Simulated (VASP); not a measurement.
## HfMg6Ti: single point with PBE

Crystal: HfMg6Ti.

```
Hf Ti Mg
1.0
     4.97155    0.00000    0.00000
     0.00000    3.13281    5.60134
     0.00000   -3.13281    5.60134
Hf Ti Mg
1 1 6
Direct
  0.50000 0.68000 0.68000
  0.00000 0.81854 0.81854
  0.50000 0.16688 0.16688
  0.50000 0.16205 0.67936
  0.50000 0.67936 0.16205
  0.00000 0.33207 0.33207
  0.00000 0.33719 0.82391
  0.00000 0.82391 0.33719
```

The cell comes from a database or a generator and needn't be the stable form of this composition.

```json
{
 "Program": "VASP 6.6.1",
 "Task": "single point",
 "Functional": "PBE",
 "Potentials or basis": "VASP PAW PBE potentials, release 64 (Hf_pv, Ti_sv, Mg)",
 "Cutoff": "520 eV",
 "k mesh": "6 × 5 × 5",
 "Occupations": "fermi-dirac, width 0.05 eV",
 "Spin": "no spin polarisation"
}
```

| Property | Result |
| --- | --- |
| Pressure | -0.4 GPa |
| Largest force | 0.353 eV/Å |
| Band gap on the k mesh | none (metal or under the smearing width) |

Forces in eV/Å, atoms in the order of the input:
```
Hf   0.000  0.000  0.353
Ti   0.000  0.000 -0.277
Mg   0.000  0.000  0.054
Mg   0.000 -0.020 -0.013
Mg   0.000  0.020 -0.013
Mg   0.000  0.000 -0.056
Mg   0.000 -0.010 -0.024
Mg   0.000  0.010 -0.024
```

Stress tensor (GPa, compression positive):
```
-0.24  0.00  0.00
 0.00 -0.11  0.00
 0.00  0.00 -0.89
```

Levels at points of the mesh, in eV from the Fermi level:
```
           k point  band 13  band 14  band 15  band 16  band 17  band 18  band 19  band 20  band 21  band 22
(0.00, 0.00, 0.00)    -1.74    -1.60    -0.89    -0.84    -0.34     0.10     0.68     0.94     1.07     1.37
(0.50, 0.00, 0.00)    -1.47    -0.97    -0.92    -0.72    -0.61    -0.53    -0.52    -0.10    -0.10     1.25
```

Run time: 4.1 min on 1 thread of Intel(R) Xeon(R) Platinum 8259CL CPU @ 2.50GHz (Skylake/Cascade Lake), with other jobs on the host, peak memory 0.41 GiB.

The run has no spin-orbit coupling, so splittings on Hf are missing.
